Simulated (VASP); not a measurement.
Given:

```
AsB
1.0
    0.00000     2.44173     2.44173
    2.44173     0.00000     2.44173
    2.44173     2.44173     0.00000
B As
1 1
Direct
  0.00000   0.00000   0.00000
  0.25000   0.25000   0.25000
```

All values below come from PBE GGA with D3 dispersion (zero damping), VASP's PBE PAW potentials (set 64) (plane waves; VASP). Run with 520 eV cut-off, 10×10×10 Γ-centred mesh, Gaussian smearing of 0.050 eV, potentials B As.

**Question.** What does the run give for the energy per atom (σ→0), pressure?

**Answer.** 
```yaml
energy per atom (σ→0): -5.876 eV/atom
pressure: -6.91 GPa
```

The compound is BAs in the zinc blende structure. This cell is one point of a volume scan, at 1.06 of the reference volume.
